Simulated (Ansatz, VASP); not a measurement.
# CoSi (CoSi (P2_13)) in two plane-wave programs, part 2 of 2

Aim: how closely do two programs agree when they are given the same cell, functional and k mesh? The cell is taken from a series of runs on this material, whose earlier steps may have relaxed, scaled, displaced or heated it; both programs get it as it stands.

VASP 6.6.1 and Ansatz 0.2.0.

So far: Set-up; VASP: relaxation of cell and atoms, r2SCAN.

**3. Ansatz: relaxation of cell and atoms, r2SCAN**

Level of this step: Ansatz beside VASP: Kohn-Sham DFT, plane waves, r2SCAN (Ansatz).

Ansatz runs on its default PAW (the set named soft_2) files.

The same cell, functional, mesh and smearing now go to Ansatz.

Input file input.yaml:

```yaml
crystal:
  lattice:
    - [4.3831181, 0.0, 0.0]
    - [0.0, 4.3831181, 0.0]
    - [0.0, 0.0, 4.3831181]
  atoms:
    - { symbol: Co, position: [0.85409671, 0.64590329, 0.35409671] }
    - { symbol: Co, position: [0.64590329, 0.35409671, 0.85409671] }
    - { symbol: Co, position: [0.35409671, 0.85409671, 0.64590329] }
    - { symbol: Co, position: [0.14590329, 0.14590329, 0.14590329] }
    - { symbol: Si, position: [0.15653929, 0.34346071, 0.65653929] }
    - { symbol: Si, position: [0.34346071, 0.65653929, 0.15653929] }
    - { symbol: Si, position: [0.65653929, 0.15653929, 0.34346071] }
    - { symbol: Si, position: [0.84346071, 0.84346071, 0.84346071] }
basis:
  ecutwfc: 500
  xc_grid: 2
hamiltonian:
  xc: r2scan
kpoints:
  mp_grid: { grid: [9, 9, 9] }
scf:
  occupations: { method: fermi_dirac, width: 0.05 }
  max_iter: 150
output:
  forces: true
  stress: true
relax:
  f_tol: 0.01
  max_steps: 60
  cell: {}
checkpoint:
  write: "../r2scan.run"
  compress: false
  write_wavefunctions: false
  write_every: 100000
```

Started as:

```console
$ ansatz run input.yaml --threads 1 --pin off --max-ram 2355MiB --backend cpu --events-out ev --progress --plain --runs-dir out
```

Numbers of over 12 decimals in the logs are rounded to 6 here.

The program printed:

```text
Engine: ansatz 0.2.0, aarch64-unknown-linux-gnu
Pseudopotentials: kind: paw
Pseudopotential: Co, paw, valence charge 17, recommended cutoff 500 eV (meta_gga), Co.paw.azcp
Pseudopotential: Si, paw, valence charge 4, recommended cutoff 500 eV (meta_gga), Si.paw.azcp
Functional definition: r2SCAN
  parameter k0 = 0.174
  parameter k1 = 0.065
  parameter a1 = 4.9479
  exchange = r2scan_x(k0 = k0, k1 = k1, a1 = a1)
  correlation = r2scan_c
Crystal: 8 atoms, lattice volume = 84.207 Å³
Basis set: ecut = 500 eV, 2103 PW (Γ), exchange–correlation on 64×64×64 points (8 copies of the dense FFT grid, shifted against one another)
Bands: 51, of which v1, the nominal top of the filled ones, is band 42 counted from 1 (41 counted from 0)
Symmetry: 12 space group operations
Space group: P213 (ITA 198), of the structure as read, at distance tolerance 4.4e-5 Å
k-points: 45 of 729 (time reversal used)
Non-local potential: Co, projectors of the file, l = 0: 3, l = 1: 2, l = 2: 3, l = 3: 1
Non-local potential: Si, projectors of the file, l = 0: 2, l = 1: 2, l = 2: 2
PAW form: soft (Blöchl's): semilocal exchange-correlation on the pseudo side does not see the compensation charge
PAW frozen core: Co, regenerated for the run's functional (the file was generated under x = pbe(κ = 0.804, μ = 0.219515), c = pbe(β = 0.066725))
PAW frozen core: Si, regenerated for the run's functional (the file was generated under x = pbe(κ = 0.804, μ = 0.219515), c = pbe(β = 0.066725))
PAW one-centre angular grid: Co, 590 points (default); XC on 160 Gauss nodes
PAW one-centre angular grid: Si, 302 points (default); XC on 160 Gauss nodes
Initial density: superposition of atomic densities (neutral atoms: chi_scale 0, normalization atom), corrected by the library's trained network
Initial wavefunctions: pseudopotential atomic-orbital guess
Functional: x = r2scan, c = r2scan; τ floored in thin density (d = 2e-4 eV/Å³)
SCF iter   1: F=—  HF=-23086.108121 eV  |F-HF|=—  |Δ(HF+E_count)|=         —  Δρ=2.56e-2  dr2=4.14e-1  dr2_τ=2.26e-1  ethr=1.77e-3  ⟨swp⟩=6.7  Hψ=9041  notcnv=0  defer=14
preconditioner: auto → Resta (q_TF=auto, 2.727 Å⁻¹)  ε∞=16.9  [insulator: Δε(μ)=0.152 eV  Ē_g=7.321 eV  σ=0.050 eV  W_gap=0.61  n_scr=26 (ndim 8)  ℏωp=29.2 eV  f_vac=0.000  D(μ)=1.12/eV (n_scr^D=6)  ε∞_Penn≈16.9]
SCF iter   2: F=—  HF=-23086.352119 eV  |F-HF|=—  |Δ(HF+E_count)|=   2.44e-1  Δρ=1.60e-2  dr2=1.10e-1  dr2_τ=1.45e-3  ethr=4.92e-4  ⟨swp⟩=2.7  Hψ=4204  notcnv=0  defer=107
SCF iter   3: F=—  HF=-23086.331049 eV  |F-HF|=—  |Δ(HF+E_count)|=   2.11e-2  Δρ=7.20e-3  dr2=3.66e-2  dr2_τ=3.90e-4  ethr=1.32e-4  ⟨swp⟩=2.2  Hψ=3367  notcnv=0  defer=62
automatic band count: iteration 3 solves 50 bands in place of 51: the levels show a gap, and the empty bands left out lie too high to hold charge; the band table lists the bands solved (type scf.n_extra_bands for more)
SCF iter   4: F=—  HF=-23086.327463 eV  |F-HF|=—  |Δ(HF+E_count)|=   3.59e-3  Δρ=1.81e-3  dr2=2.15e-3  dr2_τ=8.99e-5  ethr=4.35e-5  ⟨swp⟩=2.2  Hψ=2719  notcnv=0  defer=62
SCF iter   5: F=—  HF=-23086.327692 eV  |F-HF|=—  |Δ(HF+E_count)|=   2.28e-4  Δρ=1.03e-3  dr2=5.20e-4  dr2_τ=4.08e-5  ethr=2.57e-6  ⟨swp⟩=2.0  Hψ=3446  notcnv=0  defer=62
SCF iter   6: F=—  HF=-23086.327656 eV  |F-HF|=—  |Δ(HF+E_count)|=   3.59e-5  Δρ=3.53e-4  dr2=5.68e-5  dr2_τ=1.44e-6  ethr=6.19e-7  ⟨swp⟩=2.0  Hψ=3006  notcnv=0  defer=62
SCF iter   7: F=—  HF=-23086.327677 eV  |F-HF|=—  |Δ(HF+E_count)|=   2.10e-5  Δρ=5.66e-5  dr2=1.84e-6  dr2_τ=1.70e-7  ethr=6.76e-8  ⟨swp⟩=3.0  Hψ=3721  notcnv=0  defer=62
SCF iter   8: F=—  HF=-23086.327678 eV  |F-HF|=—  |Δ(HF+E_count)|=   7.71e-7  Δρ=2.22e-5  dr2=2.82e-7  dr2_τ=2.53e-8  ethr=2.19e-9  ⟨swp⟩=2.4  Hψ=4092  notcnv=0  defer=62
SCF iter   9: F=-23086.327678 eV  HF=-23086.327678 eV  |F-HF|=5.51e-9  |Δ(HF+E_count)|=   2.63e-8  Δρ=6.48e-6  dr2=1.91e-8  dr2_τ=4.60e-10  ethr=1.19e-10  ⟨swp⟩=4.0  Hψ=7386  notcnv=0
SCF 1 converged in 9 iterations: F = -23086.327678 eV  dr2 = 1.91e-8
  greatest PAW one-centre occupation: 1.002 electrons in one spin orbital (limit 2), on the Co atom at site 3 (counted from 0), in its partial waves of l = 1
relax step   1: F+E_penalty+E_count = -23086.32767778 eV  Δ(F+E_penalty+E_count) = +0.000e0 eV  max|allowed force component| = 9.786e-3 eV/Å  Δτ_max = 0.0000 Å  P = -0.029 GPa  Ω = 84.207 Å³  (9 SCF iters, dr2 threshold 1.00e-7 eV, accepted)
Initial density: handed on by an earlier stage of this run
Initial wavefunctions: pseudopotential atomic-orbital guess (no wavefunctions were taken with the density)
iter 1 solved again at ethr=9.24e-7 eV; its pass at ethr=3.10e-3 eV (dr2=7.76e-4 eV) is discarded
SCF iter   1: F=—  HF=-23086.327670 eV  |F-HF|=—  |Δ(HF+E_count)|=         —  Δρ=4.38e-6  dr2=8.97e-9  dr2_τ=3.55e-10  ethr=9.24e-7  ⟨swp⟩=3.0  Hψ=14554  notcnv=0
eigensolver tolerance schedule: the retry pair's looser diagonalisation over-reported the residual by 86515.03 of it (diagonalisation noise at an unbounded share of the residual, at the tolerance the schedule requests for it); recorded, not acted on — ethr = c·dr2/N_el stays at c = 1.0e-1
preconditioner: auto → Resta (q_TF=auto, 2.727 Å⁻¹)  ε∞=17.1  [insulator: Δε(μ)=0.140 eV  Ē_g=7.276 eV  σ=0.050 eV  W_gap=0.56  n_scr=26 (ndim 8)  ℏωp=29.2 eV  f_vac=0.000  D(μ)=1.14/eV (n_scr^D=6)  ε∞_Penn≈17.1]
SCF iter   2: F=—  HF=-23086.327678 eV  |F-HF|=—  |Δ(HF+E_count)|=   8.05e-6  Δρ=4.34e-6  dr2=9.41e-9  dr2_τ=1.07e-9  ethr=1.07e-11  ⟨swp⟩=3.7  Hψ=6316  notcnv=0
SCF iter   3: F=—  HF=-23086.327678 eV  |F-HF|=—  |Δ(HF+E_count)|=   1.14e-9  Δρ=4.17e-6  dr2=9.83e-9  dr2_τ=7.61e-11  ethr=1.07e-11  ⟨swp⟩=2.9  Hψ=4181  notcnv=0
SCF iter   4: F=—  HF=-23086.327678 eV  |F-HF|=—  |Δ(HF+E_count)|=   1.31e-9  Δρ=1.47e-6  dr2=1.22e-9  dr2_τ=2.72e-10  ethr=1.07e-11  ⟨swp⟩=2.5  Hψ=2974  notcnv=0
SCF iter   5: F=—  HF=-23086.327678 eV  |F-HF|=—  |Δ(HF+E_count)|=  1.64e-10  Δρ=9.53e-7  dr2=5.56e-10  dr2_τ=5.79e-12  ethr=1.46e-12  ⟨swp⟩=1.0  Hψ=2295  notcnv=0
SCF iter   6: F=-23086.327678 eV  HF=-23086.327678 eV  |F-HF|=7.28e-12  |Δ(HF+E_count)|=  2.91e-11  Δρ=4.95e-8  dr2=1.29e-12  dr2_τ=9.69e-13  ethr=1.00e-12  ⟨swp⟩=3.4  Hψ=8345  notcnv=0
SCF 2 converged in 6 iterations: F = -23086.327678 eV  dr2 = 1.29e-12
  greatest PAW one-centre occupation: 1.002 electrons in one spin orbital (limit 2), on the Co atom at site 1 (counted from 0), in its partial waves of l = 1
relax step   2: F+E_penalty+E_count = -23086.32767779 eV  Δ(F+E_penalty+E_count) = -6.468e-9 eV  max|allowed force component| = 9.791e-3 eV/Å  Δτ_max = 0.0000 Å  P = -0.030 GPa  Ω = 84.207 Å³  stress off target by 2.97e-2 GPa  SCF on the basis re-selected at this cell (its energy is not comparable with the rows above)  (6 SCF iters)
basis re-selected at this cell: Δ(F+E_penalty+E_count) = -6.468e-9 eV, ΔP = -0.000 GPa vs the last step (what re-selecting the basis moved, of the pressure what is left beyond the Pulay correction that the steps carried, after the strain that the cell walked since its last selection, with what the two solves' SCF thresholds leave and, on support functions, any second-order correction that the steps lacked; it is no m [...]
SCF converged after 6 iterations
Free energy (F): -23086.327678 eV
Harris-Foulkes:  -23086.327678 eV  (|F-HF|=7.28e-12)
Internal energy: -23086.316393 eV  (E = F + TS)
E sigma→0 (E₀):  -23086.322035 eV
Entropy (-TS):   -0.011285 eV (-1.411 meV/atom)
Fermi energy:    17.285042 eV
--- Per-component energies (eV) ---
  E_band       = -994.058308
  E_kinetic    = 2021.375688
  E_local      = -14061.526765  (includes V_loc(G=0)·N_el)
  E_nonlocal   = 1928.706231
  E_hartree    = 6126.357332
  E_xc         = -851.405400
  E_vxc        = -1143.690351  (∫ρ·V_xc dr)
  E_paw        = -8183.473916  (= ΣΔE_a)
  E_vpaw       = -2061.027313  (= ΣTr[D̂ρ^β])
  E_aug_tail   = 0.000160  (compensation charges beyond the density's cutoff)
  E_vtau       = 69.389331  (kinetic-family band-sum trace: ∫τ·v_τ [+ j·A + Jᵃ·Aᵃ] dr)
  E_ewald      = -10064.863167
  E_core_change = -1.486557  (= ΣΔE_core)
  E_smearing   = -0.011285  (= −TS)
  E_closure    = -0.000000  (closes the sum)
  Σ components = -23086.327678   (vs F -23086.327678, Δ=0.00e0)
--- Forces (eV/Å), atoms counted from 1 ---
  atom   1  Co     0.00979097    -0.00979097     0.00979097
  atom   2  Co    -0.00979097     0.00979097     0.00979097
  atom   3  Co     0.00979097     0.00979097    -0.00979097
  atom   4  Co    -0.00979097    -0.00979097    -0.00979097
  atom   5  Si    -0.00967286     0.00967286    -0.00967286
  atom   6  Si     0.00967286    -0.00967286    -0.00967286
  atom   7  Si    -0.00967286    -0.00967286     0.00967286
  atom   8  Si     0.00967286     0.00967286     0.00967286
  max |Σ_I F_I| component: 1.06e-16 eV/Å
--- Stress (GPa, compression-positive) ---
       -0.029672      -0.000000       0.000000
       -0.000000      -0.029672       0.000000
        0.000000       0.000000      -0.029672
  P = ⅓ Tr σ = -0.0297 GPa (-0.297 kbar)
--- Relaxed structure (1 steps of the walk, 1 accepted, 1 SCFs on fresh bases) ---
  F+E_penalty+E_count = -23086.32767779 eV   max|allowed force component| = 9.791e-3 eV/Å   (the final SCF, on the basis selected at the relaxed cell)
  cell:  # Å, volume = 84.2073 Å³
    - [4.3831181, 0.0, 0.0]
    - [0.0, 4.3831181, 0.0]
    - [0.0, 0.0, 4.3831181]
  atoms:
    - { symbol: Co, position: [0.85409671, 0.64590329, 0.35409671] }
    - { symbol: Co, position: [0.64590329, 0.35409671, 0.85409671] }
    - { symbol: Co, position: [0.35409671, 0.85409671, 0.64590329] }
    - { symbol: Co, position: [0.14590329, 0.14590329, 0.14590329] }
    - { symbol: Si, position: [0.15653929, 0.343461, 0.65653929] }
    - { symbol: Si, position: [0.343461, 0.65653929, 0.15653929] }
    - { symbol: Si, position: [0.65653929, 0.15653929, 0.343461] }
    - { symbol: Si, position: [0.84346071, 0.84346071, 0.84346071] }
```

In the SCF lines HF is the Harris–Foulkes energy and dr2 the Hartree energy of the density residual, in eV; the loop may stop once dr2 is under the threshold and the program's other checks hold. Hψ counts applications of the Hamiltonian.

**4. Side by side**

Known differences besides the potentials themselves: VASP keeps PBE cores, Ansatz makes them for the functional; the data sets hold 84 valence electrons in Ansatz (on its default PAW (the set named soft_2) files) and 52 in VASP; the cutoff is 500 eV in Ansatz and 660 eV in VASP; Ansatz adds a Pulay correction to the stress that steers its cell, VASP none. Total energies have different zeros and are not compared.

The two programs side by side:

| quantity | Ansatz | VASP | difference |
| --- | --- | --- | --- |
| volume (Å³) | 84.21 | 84.22 | -0.02 % |
| edge a after relaxation, in the typed setting (Å) | 4.383 | 4.383 | -0.01 % |

**5. Results**

```yaml
difference_in_volume_relaxation_of_cell_and_atoms_r2scan: -0.018 %
```

In words: The difference in volume is -0.018 % (relaxation of cell and atoms, r2SCAN), within the 1.2 % picked in this series as the mark of a large difference, as far as the stopping tolerances let one tell. The data sets hold unlike numbers of valence electrons (84 in Ansatz and 52 in VASP), so part of the differences comes from the potentials. Such differences can come from data sets, numerical settings and the points named under the comparisons, not from the functional's error against experiment.

[Lines on the potential files, build, host, timing and source positions are cut from VASP's logs without a mark.]

[Logs are printed without paths, hosts, clocks, repeated set-up lines and the standing remarks that a program may print on its own settings, such as how far it seeks lower states.]

[Hosts, paths, dates, database ids (printed as entryN), source tags and the programs' standing remarks are cut or masked in the printed files.]
